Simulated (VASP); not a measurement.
A run of VASP 6.6.1 is set up as follows.

File INCAR:

```
  ALGO = Fast
  EDIFF = 1E-4
  EDIFFG = -0.08
  ENCUT = 520
  GGA = PE
  IBRION = 2
  ISIF = 3
  ISMEAR = 0
  LASPH = T
  LCHARG = F
  LREAL = F
  LWAVE = F
  NELM = 60
  NSW = 24
  PREC = Normal
  SIGMA = 0.15
```

The input KPOINTS:

```
k-points
0
Gamma
  3 3 3
```

POSCAR

```
Sb2Te3O2
1.0
    2.9639607400      1.7112435300      4.8417905600
   -2.9639607400      1.7112435300      4.8417905600
    0.0000000000     -3.4224870600      4.8417905600
Sb Te O
2 3 2
Direct
    0.5000000000      0.5000000000      0.5000000000
    0.0000000000      0.0000000000      0.0000000000
    0.0000000000      0.0000000000      0.5000000000
    0.5000000000      0.0000000000      0.0000000000
    0.0000000000      0.5000000000      0.0000000000
    0.2829999900      0.2829999900      0.2829999900
    0.7170000100      0.7170000100      0.7170000100
```

Potentials or basis: VASP PAW PBE potentials, release 64 (Sb, Te, O).

Command:

```console
$ cat potpaw_PBE.64/Sb/POTCAR potpaw_PBE.64/Te/POTCAR potpaw_PBE.64/O/POTCAR > POTCAR
$ mpirun -np 1 vasp_std > vasp.out
```

Task: What does it give for the band gap on the k mesh?

Result: 0.12 eV, indirect (least direct gap 0.35 eV).

Task: What does it give for the relaxed volume?

Result: 27.40 Å³/atom.

Task: Predict the relaxed cell.

Result: a = 6.146 Å, b = 6.146 Å, c = 6.146 Å, α = 67.93°, β = 67.93°, γ = 67.93°.

Stress tensor (GPa, compression positive):
```
-0.12  0.00  0.00
 0.00 -0.12  0.00
 0.00  0.00  0.19
```

Caveat: the k mesh is coarse (spacing up to 0.43 Å⁻¹), so the values aren't converged; the volume moved by over 15 % at a fixed basis, so the end points are rough; spin-orbit coupling is left out, which moves the levels of the heavy elements; an odd mesh through Γ misses points on the zone boundary, where band edges often lie.
